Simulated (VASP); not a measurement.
Calculation: PBEsol GGA, VASP's PBE PAW potentials (set 64) (plane waves; VASP).

VASP input:

**INCAR**
```
# general
SYSTEM  = CdF2
PREC    = Accurate
ENCUT   = 520
LREAL   = .FALSE.
LASPH   = .TRUE.

# electronic loop
EDIFF   = 1E-7
NELM    = 100
ALGO    = Normal
LMAXMIX = 4

# smearing
ISMEAR  = 0
SIGMA   = 0.05

# functional
GGA     = PS

# ions
ISIF    = 2

# output
LWAVE   = .FALSE.
LCHARG  = .FALSE.
```

### KPOINTS
```
K-points
0
G
  7 7 7
```

POSCAR:
```
CdF2
1
    0.0000000000     2.7260009538     2.7260009538
    2.7260009538     0.0000000000     2.7260009538
    2.7260009538     2.7260009538     0.0000000000
Cd F
1 2
Direct
  1.0000000000   0.0000000000   0.0000000000
  0.2500000000   0.2500000000   0.2500000000
  0.7500000000   0.7500000000   0.7500000000
```

POTCAR, in this order: Cd F (PBE.64 set). Program: vasp_std.

The resulting files:

### OSZICAR
```
       N       E                     dE             d eps       ncg     rms          rms(c)
DAV:   1     0.204207308835E+03    0.20421E+03   -0.15734E+04   680   0.155E+03
DAV:   2    -0.383778700324E+01   -0.20805E+03   -0.20171E+03   755   0.382E+02
DAV:   3    -0.130100693712E+02   -0.91723E+01   -0.91440E+01   721   0.906E+01
DAV:   4    -0.130618585057E+02   -0.51789E-01   -0.51778E-01   762   0.680E+00
DAV:   5    -0.130620411901E+02   -0.18268E-03   -0.18266E-03   719   0.377E-01    0.923E+00
DAV:   6    -0.115814469021E+02    0.14806E+01   -0.44274E+00   886   0.427E+01    0.705E+00
DAV:   7    -0.116071078269E+02   -0.25661E-01   -0.75462E-01   683   0.895E+00    0.415E+00
DAV:   8    -0.115943589203E+02    0.12749E-01   -0.18342E-01   744   0.420E+00    0.764E-01
DAV:   9    -0.115834602070E+02    0.10899E-01   -0.42685E-02   817   0.250E+00    0.122E-01
DAV:  10    -0.115839243664E+02   -0.46416E-03   -0.39972E-03   702   0.714E-01    0.108E-01
DAV:  11    -0.115840372452E+02   -0.11288E-03   -0.19905E-04   738   0.190E-01    0.566E-02
DAV:  12    -0.115840629207E+02   -0.25675E-04   -0.16868E-04   719   0.118E-01    0.145E-02
DAV:  13    -0.115840665944E+02   -0.36738E-05   -0.85166E-06   757   0.282E-02    0.265E-03
DAV:  14    -0.115840670296E+02   -0.43517E-06   -0.10681E-06   718   0.766E-03    0.207E-03
DAV:  15    -0.115840670298E+02   -0.25557E-09   -0.13738E-07   520   0.345E-03
   1 F= -.11584067E+02 E0= -.11584067E+02  d E =-.432268E-16
```

File OUTCAR:
```
------------------------ aborting loop because EDIFF is reached ----------------------------------------
  FORCE on cell =-STRESS in cart. coord.  units (eV):
  Direction    XX          YY          ZZ          XY          YZ          ZX
  --------------------------------------------------------------------------------------
  Total       -0.7919356     -0.7919356     -0.7919356      0.0000000      0.0000000     -0.0000000
  in kB      -31.3178859    -31.3178859    -31.3178859      0.0000000      0.0000000     -0.0000000
  external PRESSURE =     -31.3178859 kB  Pullay stress =       0.0000000 kB
  volume of cell :       40.51
      direct lattice vectors                 reciprocal lattice vectors
     0.000000000  2.726000954  2.726000954    -0.183418865  0.183418865  0.183418865
     2.726000954  0.000000000  2.726000954     0.183418865 -0.183418865  0.183418865
     2.726000954  2.726000954  0.000000000     0.183418865  0.183418865 -0.183418865
 POSITION                                       TOTAL-FORCE (eV/Angst)
 -----------------------------------------------------------------------------------
      0.00000      0.00000      0.00000        -0.000000      0.000000     -0.000000
      1.36300      1.36300      1.36300         0.000000      0.000000      0.000000
      4.08900      4.08900      4.08900        -0.000000     -0.000000     -0.000000
 -----------------------------------------------------------------------------------
    total drift:                                0.000000     -0.000000      0.000000
  FREE ENERGIE OF THE ION-ELECTRON SYSTEM (eV)
  ---------------------------------------------------
  free  energy   TOTEN  =       -11.5840670298 eV

  energy  without entropy=      -11.5840670298  energy(sigma->0) =      -11.58406703
```
(Selected blocks of OUTCAR.)

The compound is CdF2 in the fluorite structure. This cell is one point of a volume scan, at 1.03 of the reference volume.
